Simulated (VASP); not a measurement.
Data:

```
CELL_PARAMETERS angstrom
      3.77281     0.00000     0.00000
     -1.88640     3.26735     0.00000
      0.00000     0.00000    17.57030
ATOMIC_POSITIONS crystal
  Se 0.66667 0.33333 0.43032
  Se 0.33333 0.66667 0.56968
  Pt 0.00000 0.00000 0.50000
```

All values below come from PBE GGA with D3 dispersion (Becke-Johnson damping), VASP's PBE PAW potentials (set 64) (plane waves; VASP 6.6.1). Numerical set-up: PREC = Normal, EDIFF = 1E-5, 400 eV cut-off, 12×12×1 Γ-centred mesh, Gaussian smearing of 0.050 eV, potentials Se Pt.

**Question.** The ions and cell shape at fixed volume are relaxed. Give the cell that the relaxation ends in.

**Answer.** 
```
CELL_PARAMETERS angstrom
      3.70521     0.00000     0.00000
     -1.85261     3.20881     0.00000
      0.00000     0.00000    18.21718
ATOMIC_POSITIONS crystal
  Se 0.66667 0.33333 0.42716
  Se 0.33333 0.66667 0.57284
  Pt 0.00000 0.00000 0.50000
```

**Question.** How much energy does the relaxation gain?

**Answer.** The energy (σ→0) changes by -22.8 meV/atom, in 6 ionic steps.

The cell is a sheet with vacuum, built from PtSe2 (1T layered).
